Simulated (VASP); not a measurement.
```
MgTe
1.0
    0.00000     3.00215     3.00215
    3.00215     0.00000     3.00215
    3.00215     3.00215     0.00000
Mg Te
1 1
Direct
  0.00000   0.00000   0.00000
  0.25000   0.25000   0.25000
```

All values below come from LDA (Ceperley-Alder, Perdew-Zunger), VASP's LDA PAW potentials (set 64) (plane waves; VASP). Numerical set-up: 500 eV cut-off, 8×8×8 Γ-centred mesh, Gaussian smearing of 0.050 eV, potentials Mg Te.

Unless said otherwise, spin-orbit coupling is left out, though it shifts the bands of the heavy elements here.

Q: What does the run give for the energy per atom (σ→0), pressure, band gap (on the k-mesh) with the smallest direct gap where there is one?

A: 
```
Property                                     Result
-----------------------------------  --------------
band gap (on the k-mesh)                    2.32 eV
smallest direct gap (on the k-mesh)         3.28 eV
energy per atom (σ→0)                -3.514 eV/atom
pressure                                  99.6 kbar
```

The absolute energy has meaning only against runs of the same code, potentials and settings.

The compound is MgTe in the zinc blende structure, whereas wurtzite is the usual form. It was relaxed first under an external pressure of 10 GPa.
